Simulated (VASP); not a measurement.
Computed with PBE GGA, VASP's PBE PAW potentials (set 64) (plane waves; VASP).

A VASP calculation is set up with these files.

### KPOINTS
```
kpoints
0
Gamma
  8 8 8
0 0 0
```

**INCAR**
```
! general
SYSTEM  = CdF2
PREC    = Accurate
ENCUT   = 600
LREAL   = .False.
LASPH   = .True.

! electronic loop
EDIFF   = 1E-7
NELM    = 100
ALGO    = Normal
LMAXMIX = 4

! smearing
ISMEAR  = 0
SIGMA   = 0.05

! functional
GGA     = PE

! ions
ISIF    = 2

! output
LWAVE   = .False.
LCHARG  = .False.
```

POSCAR:
```
CdF2
1
    0.0000000000     2.7462890794     2.7462890794
    2.7462890794     0.0000000000     2.7462890794
    2.7462890794     2.7462890794    -0.0000000000
Cd F
1 2
Direct
  0.0000000000   1.0000000000   0.0000000000
  0.2500000000   0.2500000000   0.2500000000
  0.7500000000   0.7500000000   0.7500000000
```

POTCAR, in this order: Cd F (PBE.64 set). Program: vasp_std.

The run wrote:

**OUTCAR**
```
 ion  position               nearest neighbor table
   1  0.000  0.000  0.000-   3 2.38   3 2.38   3 2.38   2 2.38   2 2.38   2 2.38   3 2.38   2 2.38
  LATTYP: Found a face centered cubic cell.
 ALAT       =     5.4925781588
 Subroutine PRICEL returns:
 Original cell was already a primitive cell.
 Subroutine GETGRP returns: Found 48 space group operations
The static configuration has the point symmetry O_h .
The dynamic configuration has the point symmetry O_h .
 Subroutine INISYM returns: Found 48 space group operations
 Subroutine IBZKPT returns following result:
 Found     29 irreducible k-points:

 Following reciprocal coordinates:
            Coordinates               Weight
  0.000000  0.000000  0.000000      1.000000
  0.125000  0.000000  0.000000      8.000000
  0.250000  0.000000  0.000000      8.000000
  0.375000  0.000000  0.000000      8.000000
  0.500000  0.000000  0.000000      4.000000
  0.125000  0.125000  0.000000      6.000000
  0.250000  0.125000  0.000000     24.000000
  0.375000  0.125000  0.000000     24.000000
  0.500000  0.125000  0.000000     24.000000
 -0.375000  0.125000  0.000000     24.000000
 -0.250000  0.125000  0.000000     24.000000
 -0.125000  0.125000  0.000000     12.000000
  0.250000  0.250000  0.000000      6.000000
  0.375000  0.250000  0.000000     24.000000
  0.500000  0.250000  0.000000     24.000000
 -0.375000  0.250000  0.000000     24.000000
 -0.250000  0.250000  0.000000     12.000000
  0.375000  0.375000  0.000000      6.000000
  0.500000  0.375000  0.000000     24.000000
 -0.375000  0.375000  0.000000     12.000000
  0.500000  0.500000  0.000000      3.000000
  0.375000  0.250000  0.125000     24.000000
  0.500000  0.250000  0.125000     48.000000
 -0.375000  0.250000  0.125000     24.000000
  0.500000  0.375000  0.125000     24.000000
...
```

### OSZICAR
```
       N       E                     dE             d eps       ncg     rms          rms(c)
DAV:   1     0.214656252558E+03    0.21466E+03   -0.17124E+04  1010   0.173E+03
DAV:   2    -0.310169560473E+01   -0.21776E+03   -0.21226E+03  1130   0.398E+02
DAV:   3    -0.126434801926E+02   -0.95418E+01   -0.95116E+01  1075   0.930E+01
DAV:   4    -0.126996534968E+02   -0.56173E-01   -0.56149E-01  1137   0.698E+00
DAV:   5    -0.126998636041E+02   -0.21011E-03   -0.21010E-03  1067   0.394E-01    0.974E+00
DAV:   6    -0.108877928901E+02    0.18121E+01   -0.55167E+00  1270   0.462E+01    0.697E+00
DAV:   7    -0.109288434644E+02   -0.41051E-01   -0.91676E-01   987   0.102E+01    0.402E+00
DAV:   8    -0.109189992929E+02    0.98442E-02   -0.18375E-01  1039   0.426E+00    0.776E-01
DAV:   9    -0.109087270714E+02    0.10272E-01   -0.45827E-02  1161   0.252E+00    0.106E-01
DAV:  10    -0.109092753206E+02   -0.54825E-03   -0.34406E-03   989   0.770E-01    0.125E-01
DAV:  11    -0.109093726928E+02   -0.97372E-04   -0.23062E-04  1135   0.194E-01    0.522E-02
DAV:  12    -0.109094036218E+02   -0.30929E-04   -0.11340E-04   988   0.974E-02    0.172E-02
DAV:  13    -0.109094057535E+02   -0.21316E-05   -0.59536E-06  1100   0.219E-02    0.666E-03
DAV:  14    -0.109094057143E+02    0.39156E-07   -0.15877E-06   996   0.187E-02    0.175E-03
DAV:  15    -0.109094057599E+02   -0.45572E-07   -0.83533E-08   835   0.360E-03
   1 F= -.10909406E+02 E0= -.10909406E+02  d E =-.754173E-11
```

File OUTCAR:
```
------------------------ aborting loop because EDIFF is reached ----------------------------------------
  FORCE on cell =-STRESS in cart. coord.  units (eV):
  Direction    XX          YY          ZZ          XY          YZ          ZX
  --------------------------------------------------------------------------------------
  Total       -0.0572926     -0.0572926     -0.0572926      0.0000000      0.0000000      0.0000000
  in kB       -2.2158515     -2.2158515     -2.2158515      0.0000000      0.0000000      0.0000000
  external PRESSURE =      -2.2158515 kB  Pullay stress =       0.0000000 kB
  volume of cell :       41.43
      direct lattice vectors                 reciprocal lattice vectors
     0.000000000  2.746289079  2.746289079    -0.182063863  0.182063863  0.182063863
     2.746289079  0.000000000  2.746289079     0.182063863 -0.182063863  0.182063863
     2.746289079  2.746289079  0.000000000     0.182063863  0.182063863 -0.182063863
 POSITION                                       TOTAL-FORCE (eV/Angst)
 -----------------------------------------------------------------------------------
      0.00000      0.00000      0.00000         0.000000      0.000000      0.000000
      1.37314      1.37314      1.37314         0.000000      0.000000      0.000000
      4.11943      4.11943      4.11943        -0.000000     -0.000000     -0.000000
 -----------------------------------------------------------------------------------
    total drift:                                0.000000     -0.000000      0.000000
  FREE ENERGIE OF THE ION-ELECTRON SYSTEM (eV)
  ---------------------------------------------------
  free  energy   TOTEN  =       -10.9094057599 eV

  energy  without entropy=      -10.9094057599  energy(sigma->0) =      -10.90940576
```
(Selected blocks of OUTCAR.)

The compound is CdF2 in the fluorite structure. It was relaxed first, which changed the volume by +6 %.
